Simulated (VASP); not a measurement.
These are r2SCAN meta-GGA, VASP's PBE PAW potentials (set 64) (plane waves; VASP 6.6.1) values and carry that method's errors.

Input for VASP

### INCAR
```
# general
SYSTEM  = MgCdS2
PREC    = Accurate
ENCUT   = 400
LREAL   = F
LASPH   = T

# electronic loop
EDIFF   = 1E-6
NELM    = 100
ALGO    = Normal
LMAXMIX = 4
LMIXTAU = T

# smearing
ISMEAR  = 0
SIGMA   = 0.05

# functional
METAGGA = R2SCAN

# ions
IBRION  = 2
NSW     = 60
ISIF    = 3
EDIFFG  = -0.02

# output
LWAVE   = F
LCHARG  = F
```

### KPOINTS
```
Automatic mesh
0
Gamma
 5 5 4
```

### POSCAR
```
MgCdS2
1.0
  3.7591581480   0.0000000000   0.0000000000
  0.0000000000   3.7591581480   0.0000000000
  0.0000000000   0.0000000000   5.3050775765
Mg Cd S
1 1 2
Cartesian
  1.8795790740   1.8795790740   2.6525387882
  0.0000000000   0.0000000000   0.0000000000
  0.0000000000   0.0000000000   2.6525387882
  1.8795790740   1.8795790740   0.0000000000
```

POTCAR, in this order: Mg Cd S (PBE.64 set). Program: vasp_std.

The run wrote:

OSZICAR:
```
       N       E                     dE             d eps       ncg     rms          rms(c)
DAV:   1     0.104534740846E+03    0.10453E+03   -0.11268E+04   620   0.116E+03
DAV:   2    -0.442853959913E+02   -0.14882E+03   -0.14528E+03   740   0.283E+02
DAV:   3    -0.515127804317E+02   -0.72274E+01   -0.72169E+01   743   0.657E+01
DAV:   4    -0.515707092758E+02   -0.57929E-01   -0.57911E-01   814   0.593E+00
DAV:   5    -0.515713207388E+02   -0.61146E-03   -0.61143E-03   788   0.568E-01    0.104E+01
DAV:   6    -0.462368311521E+02    0.53345E+01   -0.53368E+00   720   0.340E+01    0.114E+01
DAV:   7    -0.448163916147E+02    0.14204E+01   -0.84968E-01   688   0.860E+00    0.724E+00
DAV:   8    -0.455455340025E+02   -0.72914E+00   -0.11202E+00   713   0.767E+00    0.153E+00
DAV:   9    -0.448637867670E+02    0.68175E+00   -0.42002E-01   700   0.525E+00    0.882E-01
DAV:  10    -0.448610152599E+02    0.27715E-02   -0.66597E-02   703   0.216E+00    0.326E-01
DAV:  11    -0.448855073138E+02   -0.24492E-01   -0.25551E-02   674   0.142E+00    0.196E-01
DAV:  12    -0.448864158397E+02   -0.90853E-03   -0.74885E-04   801   0.235E-01    0.142E-01
DAV:  13    -0.448857060487E+02    0.70979E-03   -0.10437E-03   658   0.284E-01    0.118E-01
DAV:  14    -0.448862508764E+02   -0.54483E-03   -0.84099E-04   642   0.300E-01    0.553E-02
DAV:  15    -0.448864510941E+02   -0.20022E-03   -0.11158E-04   659   0.899E-02    0.228E-02
DAV:  16    -0.448864788143E+02   -0.27720E-04   -0.11577E-05   759   0.293E-02    0.104E-02
DAV:  17    -0.448865029323E+02   -0.24118E-04   -0.43627E-06   696   0.191E-02    0.753E-03
DAV:  18    -0.448865089027E+02   -0.59705E-05   -0.81711E-06   711   0.244E-02    0.229E-03
DAV:  19    -0.448865107235E+02   -0.18208E-05   -0.88259E-07   404   0.957E-03    0.197E-03
DAV:  20    -0.448865109892E+02   -0.26562E-06   -0.17596E-07   345   0.502E-03
   1 F= -.44886511E+02 E0= -.44886511E+02  d E =-.448865E+02
       N       E                     dE             d eps       ncg     rms          rms(c)
DAV:   1    -0.450228926977E+02   -0.13638E+00   -0.31752E+00   725   0.211E+01    0.302E+00
DAV:   2    -0.449054109889E+02    0.11748E+00   -0.30782E-01   707   0.760E+00    0.120E+00
DAV:   3    -0.448936585334E+02    0.11752E-01   -0.34244E-02   730   0.208E+00    0.970E-01
DAV:   4    -0.448872093508E+02    0.64492E-02   -0.12856E-02   654   0.993E-01    0.366E-01
DAV:   5    -0.448832830460E+02    0.39263E-02   -0.13731E-02   622   0.111E+00    0.125E-01
DAV:   6    -0.448921713622E+02   -0.88883E-02   -0.51790E-03   624   0.694E-01    0.702E-02
DAV:   7    -0.448921751690E+02   -0.38068E-05   -0.14241E-04   766   0.981E-02    0.282E-02
DAV:   8    -0.448921489577E+02    0.26211E-04   -0.12272E-05   654   0.395E-02    0.147E-02
DAV:   9    -0.448922235728E+02   -0.74615E-04   -0.24803E-05   630   0.501E-02    0.744E-03
DAV:  10    -0.448922336390E+02   -0.10066E-04   -0.64509E-06   712   0.224E-02    0.243E-03
DAV:  11    -0.448922339250E+02   -0.28608E-06   -0.11665E-06   422   0.129E-02
   2 F= -.44892234E+02 E0= -.44892234E+02  d E =-.572294E-02
       N       E                     dE             d eps       ncg     rms          rms(c)
DAV:   1    -0.449078497169E+02   -0.15616E-01   -0.33303E-01   726   0.669E+00    0.933E-01
DAV:   2    -0.448951416471E+02    0.12708E-01   -0.34195E-02   709   0.260E+00    0.366E-01
DAV:   3    -0.448938861900E+02    0.12555E-02   -0.39366E-03   755   0.700E-01    0.286E-01
DAV:   4    -0.448934132219E+02    0.47297E-03   -0.11549E-03   653   0.292E-01    0.113E-01
DAV:   5    -0.448931785437E+02    0.23468E-03   -0.11488E-03   624   0.322E-01    0.341E-02
DAV:   6    -0.448938529818E+02   -0.67444E-03   -0.49684E-04   624   0.214E-01    0.264E-02
DAV:   7    -0.448938626593E+02   -0.96775E-05   -0.91361E-06   760   0.259E-02    0.944E-03
DAV:   8    -0.448938577043E+02    0.49551E-05   -0.14305E-06   482   0.131E-02    0.446E-03
DAV:   9    -0.448938649498E+02   -0.72455E-05   -0.23410E-06   556   0.156E-02    0.219E-03
DAV:  10    -0.448938657934E+02   -0.84356E-06   -0.63467E-07   317   0.728E-03
   3 F= -.44893866E+02 E0= -.44893866E+02  d E =-.735480E-02
```

### OUTCAR
```
------------------------ aborting loop because EDIFF is reached ----------------------------------------
  FORCE on cell =-STRESS in cart. coord.  units (eV):
  Direction    XX          YY          ZZ          XY          YZ          ZX
  --------------------------------------------------------------------------------------
  Total       -0.0115889     -0.0115889      0.0313587      0.0000000      0.0000000      0.0000000
  in kB       -0.2430111     -0.2430111      0.6575712      0.0000000      0.0000000      0.0000000
  external PRESSURE =       0.0571830 kB  Pullay stress =       0.0000000 kB
  volume of cell :       76.41
      direct lattice vectors                 reciprocal lattice vectors
     3.782229494  0.000000000  0.000000000     0.264394321  0.000000000  0.000000000
     0.000000000  3.782229494  0.000000000     0.000000000  0.264394321  0.000000000
    -0.000000000  0.000000000  5.341094644     0.000000000  0.000000000  0.187227538
 POSITION                                       TOTAL-FORCE (eV/Angst)
 -----------------------------------------------------------------------------------
      1.89111      1.89111      2.67055         0.000000      0.000000      0.000000
      0.00000      0.00000      0.00000        -0.000000      0.000000      0.000000
     -0.00000      0.00000      2.67055        -0.000000      0.000000      0.000000
      1.89111      1.89111      0.00000         0.000000      0.000000      0.000000
 -----------------------------------------------------------------------------------
    total drift:                               -0.000000      0.000000     -0.000000
  FREE ENERGIE OF THE ION-ELECTRON SYSTEM (eV)
  ---------------------------------------------------
  free  energy   TOTEN  =       -44.8938657934 eV

  energy  without entropy=      -44.8938657934  energy(sigma->0) =      -44.89386579

 reached required accuracy - stopping structural energy minimisation
```
(Selected blocks of OUTCAR.)

CONTCAR:
```
MgCdS2
   1.00000000000000
     3.7822294935526881    0.0000000000000000    0.0000000000000000
     0.0000000000000000    3.7822294935526881    0.0000000000000000
    -0.0000000000000000    0.0000000000000000    5.3410946437700018
  Mg              Cd              S
     1     1     2
Direct
     0.5000000000000000    0.5000000000000000    0.5000000000000000
     0.0000000000000000    0.0000000000000000    0.0000000000000000
     0.0000000000000000    0.0000000000000000    0.5000000000000000
     0.5000000000000000    0.5000000000000000    0.0000000000000000
```

The structure comes from a computed database's MgCdS2 entry (P4/mmm); how it stands against other phases isn't given here. This run relaxes it. Symmetry was kept, so distortions that lower it aren't found. The start is the result of an earlier pass.
